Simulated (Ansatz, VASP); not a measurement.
## AgF: VASP beside Ansatz

Wanted: the spread between two codes on one cell, functional and k mesh. The cell is generated by rule, not measured, and may not be a known phase. The cell is taken from a series of runs on this material, whose earlier steps may have relaxed, scaled, displaced or heated it; both programs get it as it stands.

Program: Ansatz 0.2.0. Level of theory: plane waves, with VASP 6.6.1 beside it; zone-centre phonons at PBEsol. Results are calculated unless marked as measured.

The structure was built from a prototype and need not be the compound's stable phase.

### 1. The starting structure

The structure is hexagonal, space group P6_3/mmc (No. 194). The conventional cell has a = 2.977 Å, b = 2.977 Å, c = 6.987 Å, α = 90.00°, β = 90.00°, γ = 120.00°. Nearest to Ag lie 6 F at 2.45 Å. F has 6 Ag at 2.45 Å nearest. Farther neighbours and most contacts between anions are not listed.

As a file:

```cif
data_structure
_symmetry_space_group_name_H-M 'P6_3/mmc'
_symmetry_Int_Tables_number 194
_cell_length_a 2.9766
_cell_length_b 2.9766
_cell_length_c 6.9873
_cell_angle_alpha 90.000
_cell_angle_beta 90.000
_cell_angle_gamma 120.000
_cell_volume 53.62
loop_
_atom_site_label
_atom_site_type_symbol
_atom_site_symmetry_multiplicity
_atom_site_Wyckoff_symbol
_atom_site_fract_x
_atom_site_fract_y
_atom_site_fract_z
_atom_site_occupancy
Ag1 Ag 2 a 0.00000 0.00000 0.00000 1
F1 F 2 c 0.33333 0.66667 0.25000 1
```

### 2. VASP: zone-centre phonons, PBEsol

Second derivatives magnify differences that forces hide, and they need a tight electronic threshold.

Lines of VASP's logs that name or quote its potential files are left out, and so is its time.

Input file INCAR:

```
SYSTEM = AgF
PREC = Accurate
ENCUT = 600
EDIFF = 1E-08
NELM = 120
ISMEAR = 1
SIGMA = 0.15
LREAL = .FALSE.
ALGO = Normal
GGA = PS
NBANDS = 24
LASPH = .TRUE.
LORBIT = 11
LWAVE = .FALSE.
LCHARG = .FALSE.
ISIF = 2
IBRION = 8
GGA_COMPAT = .FALSE.
KPAR = 2
```

Input file POSCAR:

```
AgF
1.0
    2.9766464118      0.0000025258      0.0000000000
   -1.4883253933      2.5778501478      0.0000000000
    0.0000000000      0.0000000000      6.9872588985
Ag F
2 2
Direct
    0.0000000000      0.0000000000      0.0000000000
    0.0000000000      0.0000000000      0.5000000000
    0.3333333333      0.6666666667      0.2500000000
    0.6666666667      0.3333333333      0.7500000000
```

Input file KPOINTS:

```
Automatic mesh
0
Gamma
15 15 6
0 0 0
```

Potentials, in the order of the species: Ag and F (PBE family, release 64).

Run with:

```
mpirun -np 2 vasp_std
```

Numbers of over 12 decimals in the logs are rounded to 6 here.

Log:

```text
[banner, memory and clock lines left out]
running    2 mpi-ranks, on    1 nodes
 distrk:  each k-point on    1 cores,    2 groups
 distr:  one band on    1 cores,    1 groups

 POSCAR found type information on POSCAR AgF
 POSCAR found :  2 types and       4 ions
|                                                                             |
|               ----> ADVICE to this user running VASP <----                  |
|                                                                             |
|     You enforced a specific xc type in the INCAR file but a different       |
|     [... a line on the potential file left out ...]
|     I HOPE YOU KNOW WHAT YOU ARE DOING!                                     |
|                                                                             |

 LDA part: xc-table for (Slater+PW92), standard interpolation
 POSCAR, INCAR and KPOINTS ok, starting setup
 FFT: planning ... GRIDC
 FFT: planning ... GRID_SOFT
 FFT: planning ... GRID
 WAVECAR not read
 entering main loop
       N       E                     dE             d eps       ncg     rms          rms(c)
DAV:   1     0.284364362296E+03    0.28436E+03   -0.21481E+04  5184   0.166E+03
DAV:   2    -0.322769119682E+01   -0.28759E+03   -0.27479E+03  5800   0.380E+02
DAV:   3    -0.154992938951E+02   -0.12272E+02   -0.12204E+02  5976   0.835E+01
DAV:   4    -0.155672592352E+02   -0.67965E-01   -0.67959E-01  5936   0.639E+00
DAV:   5    -0.155676617440E+02   -0.40251E-03   -0.40251E-03  6200   0.502E-01    0.897E+00
DAV:   6    -0.140412547751E+02    0.15264E+01   -0.57974E+00  6440   0.263E+01    0.722E+00
DAV:   7    -0.139720131724E+02    0.69242E-01   -0.59833E-01  5360   0.868E+00    0.473E+00
DAV:   8    -0.139559558831E+02    0.16057E-01   -0.34747E-01  6128   0.495E+00    0.143E+00
DAV:   9    -0.139360034231E+02    0.19952E-01   -0.42756E-02  6120   0.237E+00    0.342E-01
DAV:  10    -0.139358144919E+02    0.18893E-03   -0.84231E-03  5592   0.718E-01    0.683E-02
DAV:  11    -0.139358389773E+02   -0.24485E-04   -0.10727E-04  6360   0.888E-02    0.475E-02
DAV:  12    -0.139358312292E+02    0.77481E-05   -0.26382E-05  5744   0.691E-02    0.950E-03
DAV:  13    -0.139358310987E+02    0.13053E-06   -0.58503E-06  6008   0.190E-02    0.313E-03
DAV:  14    -0.139358311561E+02   -0.57461E-07   -0.10299E-07  5976   0.356E-03    0.115E-03
DAV:  15    -0.139358311135E+02    0.42669E-07   -0.42399E-08  5272   0.230E-03    0.143E-04
DAV:  16    -0.139358310838E+02    0.29703E-07   -0.41783E-09  3096   0.564E-04    0.625E-05
DAV:  17    -0.139358310773E+02    0.64852E-08   -0.49174E-10  3032   0.203E-04
   1 F= -.13935831E+02 E0= -.13936926E+02  d E =0.328571E-02
 Linear response reoptimize wavefunctions to high precision
DAV:   1    -0.139358310760E+02    0.12387E-08   -0.50307E-11  3008   0.578E-05
DAV:   2    -0.139358310760E+02    0.10914E-10   -0.54507E-12  2920   0.168E-05
 Linear response DOF=           4
 Linear response progress:
  Degree of freedom:   1/  4
       N       E                     dE             d eps       ncg     rms          rms(c)
RMM:   1    -0.295479696578E+00   -0.29548E+00   -0.20301E-01 26781   0.309E+00
RMM:   2    -0.292414122740E+00    0.30656E-02   -0.28651E-03 26809   0.337E-01    0.394E-02
RMM:   3    -0.292079217387E+00    0.33491E-03   -0.51711E-05 28535   0.462E-02    0.225E-02
RMM:   4    -0.291714206186E+00    0.36501E-03   -0.17260E-05 28727   0.259E-02    0.238E-03
RMM:   5    -0.291703762653E+00    0.10444E-04   -0.12983E-07 29522   0.226E-03    0.143E-03
RMM:   6    -0.291698644497E+00    0.51182E-05   -0.10513E-07 29367   0.203E-03    0.179E-04
RMM:   7    -0.291697202871E+00    0.14416E-05   -0.76758E-09 28913   0.338E-04    0.799E-05
RMM:   8    -0.291697873397E+00   -0.67053E-06   -0.19624E-08 29757   0.880E-05    0.930E-06
RMM:   9    -0.291697832888E+00    0.40509E-07   -0.95233E-09 29732   0.122E-05    0.387E-06
RMM:  10    -0.291697799064E+00    0.33824E-07   -0.12611E-10 25982   0.610E-06    0.649E-07
RMM:  11    -0.291697796210E+00    0.28540E-08    0.85283E-10 15742   0.219E-06    0.292E-07
 first order change of Fermi-energy  -0.43287E-04
 force on displaced ion       1 direction 1 :  -0.599  -0.000   0.000
 Linear response progress:
  Degree of freedom:   2/  4
       N       E                     dE             d eps       ncg     rms          rms(c)
RMM:   1    -0.333021384329E+00   -0.33302E+00   -0.23502E-01 12643   0.323E+00
RMM:   2    -0.325524184765E+00    0.74972E-02   -0.51034E-03 10585   0.441E-01    0.742E-02
RMM:   3    -0.324828902392E+00    0.69528E-03   -0.37405E-04 11381   0.116E-01    0.575E-02
RMM:   4    -0.324574466081E+00    0.25444E-03   -0.23276E-04 11769   0.720E-02    0.245E-02
RMM:   5    -0.324333193196E+00    0.24127E-03   -0.10308E-04 11838   0.433E-02    0.719E-03
RMM:   6    -0.324368572734E+00   -0.35380E-04   -0.54611E-06 11478   0.866E-03    0.103E-03
RMM:   7    -0.324370799225E+00   -0.22265E-05   -0.48472E-07 11759   0.132E-03    0.682E-04
RMM:   8    -0.324375814586E+00   -0.50154E-05    0.45580E-08 11562   0.110E-03    0.863E-05
RMM:   9    -0.324375743204E+00    0.71382E-07    0.11011E-07 11738   0.124E-04    0.452E-05
RMM:  10    -0.324375548814E+00    0.19439E-06    0.36764E-08 11498   0.969E-05    0.823E-06
RMM:  11    -0.324375596646E+00   -0.47832E-07   -0.34331E-08 11800   0.138E-05    0.405E-06
RMM:  12    -0.324375625842E+00   -0.29196E-07   -0.49666E-09 11593   0.756E-06    0.782E-07
RMM:  13    -0.324375633978E+00   -0.81362E-08   -0.46949E-08  9039   0.264E-06    0.291E-07
 first order change of Fermi-energy  -0.79194E-04
 force on displaced ion       1 direction 3 :  -0.000   0.000  -7.853
 Linear response progress:
  Degree of freedom:   3/  4
       N       E                     dE             d eps       ncg     rms          rms(c)
RMM:   1    -0.524079133892E+00   -0.52408E+00    0.77088E-01 41627   0.448E+00
RMM:   2    -0.522275656685E+00    0.18035E-02   -0.40819E-03 33056   0.483E-01    0.929E-02
RMM:   3    -0.523064807105E+00   -0.78915E-03   -0.11343E-04 31486   0.672E-02    0.547E-02
RMM:   4    -0.524158534768E+00   -0.10937E-02   -0.38932E-05 29704   0.455E-02    0.506E-03
RMM:   5    -0.524174745559E+00   -0.16211E-04   -0.98711E-07 34887   0.756E-03    0.202E-03
RMM:   6    -0.524133509620E+00    0.41236E-04   -0.92500E-08 32141   0.209E-03    0.508E-04
RMM:   7    -0.524135579892E+00   -0.20703E-05   -0.17731E-08 36053   0.642E-04    0.165E-04
RMM:   8    -0.524136297101E+00   -0.71721E-06   -0.42046E-09 31664   0.174E-04    0.303E-05
RMM:   9    -0.524135890129E+00    0.40697E-06    0.36866E-09 36019   0.448E-05    0.137E-05
RMM:  10    -0.524135769517E+00    0.12061E-06   -0.71843E-09 35014   0.143E-05    0.631E-06
RMM:  11    -0.524135742082E+00    0.27435E-07   -0.56111E-09 33729   0.567E-06    0.234E-06
RMM:  12    -0.524135756140E+00   -0.14058E-07   -0.33867E-09 29182   0.388E-06    0.660E-07
RMM:  13    -0.524135754090E+00    0.20507E-08    0.14545E-09 17058   0.216E-06    0.180E-07
 first order change of Fermi-energy  -0.78738E-05
 force on displaced ion       3 direction 1 :  -0.338  -0.000   0.000
 Linear response progress:
  Degree of freedom:   4/  4
       N       E                     dE             d eps       ncg     rms          rms(c)
RMM:   1    -0.559664136984E+00   -0.55966E+00    0.88261E-01 13375   0.449E+00
RMM:   2    -0.557866763319E+00    0.17974E-02   -0.44361E-03 10625   0.512E-01    0.211E-01
RMM:   3    -0.558492244528E+00   -0.62548E-03   -0.36060E-04 10427   0.139E-01    0.927E-02
RMM:   4    -0.559064534373E+00   -0.57229E-03   -0.84299E-05  9532   0.575E-02    0.318E-02
RMM:   5    -0.559246514636E+00   -0.18198E-03   -0.10890E-05 10744   0.221E-02    0.674E-03
RMM:   6    -0.559175217907E+00    0.71297E-04   -0.65454E-07 11077   0.749E-03    0.743E-04
RMM:   7    -0.559182340171E+00   -0.71223E-05    0.24504E-08 11587   0.122E-03    0.321E-04
RMM:   8    -0.559182287600E+00    0.52571E-07   -0.66685E-08 11343   0.364E-04    0.463E-05
RMM:   9    -0.559181982616E+00    0.30498E-06    0.75522E-08 11413   0.796E-05    0.244E-05
RMM:  10    -0.559181894295E+00    0.88321E-07    0.21996E-08 11635   0.305E-05    0.114E-05
RMM:  11    -0.559181846042E+00    0.48253E-07    0.21923E-08 11754   0.135E-05    0.193E-06
RMM:  12    -0.559181851786E+00   -0.57441E-08    0.34329E-08  9065   0.357E-06    0.950E-07
 first order change of Fermi-energy   0.20035E-03
 force on displaced ion       3 direction 3 :  -0.000  -0.000  -5.840
 Linear response finished
```

OUTCAR, selected parts (step 2):

```text
ion  position               nearest neighbor table
   1  0.000  0.000  0.000-   3 2.45   4 2.45   3 2.45   4 2.45   4 2.45   3 2.45   2 3.49   2 3.49

  LATTYP: Found a hexagonal cell.
 ALAT       =     2.9766464118
 C/A-ratio  =     2.3473593877

 Subroutine GETGRP returns: Found 24 space group operations
 (whereof 12 operations were pure point group operations)

The static configuration has the point symmetry D_3d.
 The point group associated with its full space group is D_6h.

 Found    108 irreducible k-points:

   k-points           NKPTS =    108   k-points in BZ     NKDIM =    108   number of bands    NBANDS=     24

   dimension x,y,z NGX =    24 NGY =   24 NGZ =   56
   dimension x,y,z NGXF=    48 NGYF=   48 NGZF=  112

   ENCUT  =  600.0 eV  44.10 Ry    6.64 a.u.   5.95  5.95 13.96*2*pi/ulx,y,z

   NELECT =      36.0000    total number of electrons

 k-points in reciprocal lattice and weights: Automatic mesh
   0.00000000  0.00000000  0.00000000       0.001
   0.06666667  0.00000000  0.00000000       0.004
   0.13333333  0.00000000  0.00000000       0.004
   0.20000000  0.00000000  0.00000000       0.004
   0.26666667  0.00000000  0.00000000       0.004
   0.33333333  0.00000000  0.00000000       0.004
   0.40000000  0.00000000  0.00000000       0.004
   0.46666667 -0.00000000  0.00000000       0.004
   0.06666667  0.06666667  0.00000000       0.004
[...]
0.33333333  0.26666667  0.50000000       0.009
   0.33333333  0.33333333  0.50000000       0.001

 average (electrostatic) potential at core
       1 -72.5534       2 -72.5534       3 -74.2942       4 -74.2942

  Total        0.3303093      0.3303093     -0.1694647      0.0000000     -0.0000000      0.0000000
  in kB        9.8705065      9.8705065     -5.0640496      0.0000000     -0.0000000      0.0000000
  external PRESSURE =       4.8923211 kB  Pullay stress =       0.0000000 kB

  energy-cutoff  :      600.00
  volume of cell :       53.62
      direct lattice vectors                 reciprocal lattice vectors
     2.976646412  0.000002526  0.000000000     0.335948370  0.193960262  0.000000000
    -1.488325393  2.577850148  0.000000000    -0.000000329  0.387919954  0.000000000
     0.000000000  0.000000000  6.987258899     0.000000000  0.000000000  0.143117639

 POSITION                                       TOTAL-FORCE (eV/Angst)
 -----------------------------------------------------------------------------------
      0.00000      0.00000      0.00000        -0.000000     -0.000000     -0.000000
      0.00000      0.00000      3.49363        -0.000000     -0.000000     -0.000000
     -0.00000      1.71857      1.74681        -0.000000      0.000000      0.000000
      1.48832      0.85929      5.24044         0.000000     -0.000000     -0.000000
 -----------------------------------------------------------------------------------
    total drift:                               -0.000000      0.000000      0.000000

 Eigenvectors and eigenvalues of the dynamical matrix
 ----------------------------------------------------

   1 f  =    9.723709 THz    61.095866 2PiTHz  324.348022 cm-1    40.214011 meV
             X         Y         Z           dx          dy          dz
      0.000000  0.000000  0.000000     0.000000    0.000000    0.000000
      0.000000  0.000000  3.493629     0.000000    0.000000    0.000000
     -0.000001  1.718568  1.746815    -0.000000   -0.000000   -0.707107
      1.488322  0.859285  5.240444    -0.000000   -0.000000    0.707107

   2 f  =    8.094147 THz    50.857027 2PiTHz  269.991688 cm-1    33.474688 meV
             X         Y         Z           dx          dy          dz
      0.000000  0.000000  0.000000     0.000000    0.000000    0.273460
      0.000000  0.000000  3.493629     0.000000    0.000000    0.273460
     -0.000001  1.718568  1.746815    -0.000000   -0.000000   -0.652088
      1.488322  0.859285  5.240444    -0.000000   -0.000000   -0.652088

   3 f  =    5.078012 THz    31.906089 2PiTHz  169.384238 cm-1    21.000960 meV
             X         Y         Z           dx          dy          dz
      0.000000  0.000000  0.000000     0.000000   -0.000000   -0.707107
      0.000000  0.000000  3.493629     0.000000   -0.000000    0.707107
     -0.000001  1.718568  1.746815    -0.000000   -0.000000    0.000000
      1.488322  0.859285  5.240444    -0.000000    0.000000    0.000000

   4 f  =    3.233936 THz    20.319420 2PiTHz  107.872498 cm-1    13.374479 meV
             X         Y         Z           dx          dy          dz
      0.000000  0.000000  0.000000    -0.219145   -0.152220    0.000000
      0.000000  0.000000  3.493629    -0.219145   -0.152220   -0.000000
     -0.000001  1.718568  1.746815     0.537818    0.373572    0.000000
      1.488322  0.859285  5.240444     0.537818    0.373572    0.000000

   5 f  =    3.233936 THz    20.319420 2PiTHz  107.872498 cm-1    13.374479 meV
             X         Y         Z           dx          dy          dz
      0.000000  0.000000  0.000000    -0.152220    0.219145   -0.000000
      0.000000  0.000000  3.493629    -0.152220    0.219145   -0.000000
     -0.000001  1.718568  1.746815     0.373572   -0.537818   -0.000000
      1.488322  0.859285  5.240444     0.373572   -0.537818   -0.000000

   6 f  =    1.108149 THz     6.962705 2PiTHz   36.963871 cm-1     4.582934 meV
             X         Y         Z           dx          dy          dz
      0.000000  0.000000  0.000000     0.580834    0.403276    0.000000
      0.000000  0.000000  3.493629    -0.580834   -0.403276   -0.000000
     -0.000001  1.718568  1.746815    -0.000000    0.000000   -0.000000
      1.488322  0.859285  5.240444     0.000000   -0.000000   -0.000000

   7 f  =    1.108149 THz     6.962705 2PiTHz   36.963871 cm-1     4.582934 meV
             X         Y         Z           dx          dy          dz
      0.000000  0.000000  0.000000    -0.403276    0.580834    0.000000
      0.000000  0.000000  3.493629     0.403276   -0.580834   -0.000000
     -0.000001  1.718568  1.746815    -0.000000    0.000000   -0.000000
      1.488322  0.859285  5.240444     0.000000    0.000000   -0.000000

   8 f/i=    0.002125 THz     0.013355 2PiTHz    0.070898 cm-1     0.008790 meV
             X         Y         Z           dx          dy          dz
      0.000000  0.000000  0.000000    -0.000000    0.000000    0.652088
      0.000000  0.000000  3.493629    -0.000000    0.000000    0.652088
     -0.000001  1.718568  1.746815    -0.000000    0.000000    0.273460
      1.488322  0.859285  5.240444    -0.000000    0.000000    0.273460

   9 f/i=    0.033690 THz     0.211681 2PiTHz    1.123781 cm-1     0.139331 meV
             X         Y         Z           dx          dy          dz
      0.000000  0.000000  0.000000    -0.296395    0.583913   -0.000000
      0.000000  0.000000  3.493629    -0.296395    0.583913   -0.000000
     -0.000001  1.718568  1.746815    -0.120772    0.237927   -0.000000
      1.488322  0.859285  5.240444    -0.120772    0.237927   -0.000000

  10 f/i=    0.033690 THz     0.211681 2PiTHz    1.123781 cm-1     0.139331 meV
             X         Y         Z           dx          dy          dz
      0.000000  0.000000  0.000000    -0.583913   -0.296395    0.000000
      0.000000  0.000000  3.493629    -0.583913   -0.296395    0.000000
     -0.000001  1.718568  1.746815    -0.237927   -0.120772    0.000000
      1.488322  0.859285  5.240444    -0.237927   -0.120772    0.000000

  11 f/i=    0.512124 THz     3.217771 2PiTHz   17.082625 cm-1     2.117975 meV
             X         Y         Z           dx          dy          dz
      0.000000  0.000000  0.000000     0.000000   -0.000000    0.000000
      0.000000  0.000000  3.493629     0.000000   -0.000000    0.000000
     -0.000001  1.718568  1.746815    -0.402870    0.581116    0.000000
      1.488322  0.859285  5.240444     0.402870   -0.581116    0.000000

  12 f/i=    0.512124 THz     3.217771 2PiTHz   17.082625 cm-1     2.117975 meV
             X         Y         Z           dx          dy          dz
      0.000000  0.000000  0.000000     0.000000    0.000000   -0.000000
      0.000000  0.000000  3.493629    -0.000000    0.000000   -0.000000
     -0.000001  1.718568  1.746815    -0.581116   -0.402870   -0.000000
      1.488322  0.859285  5.240444     0.581116    0.402870   -0.000000

 ELASTIC MODULI CONTR FROM IONIC RELAXATION (kBar)
 Direction    XX          YY          ZZ          XY          YZ          ZX
 --------------------------------------------------------------------------------
 XX           0.0000     -0.0000      0.0000     -0.0000      0.0000     -0.0000
 YY          -0.0000      0.0000     -0.0000      0.0000      0.0000     -0.0000
 ZZ           0.0000     -0.0000      0.0000     -0.0000     -0.0000      0.0000
 XY          -0.0000      0.0000     -0.0000      0.0000      0.0000     -0.0000
 YZ           0.0000      0.0000     -0.0000      0.0000     -0.0000      0.0000
 ZX          -0.0000     -0.0000      0.0000     -0.0000      0.0000     -0.0000
 --------------------------------------------------------------------------------
```

(Part 1 of 2 ends here.)

[Lines on the potential files, build, host, timing and source positions are cut from VASP's logs without a mark.]

[Logs are printed without paths, hosts, clocks, repeated set-up lines and the standing remarks that a program may print on its own settings, such as how far it seeks lower states.]

[Hosts, paths, dates, database ids (printed as entryN), source tags and the programs' standing remarks are cut or masked in the printed files.]
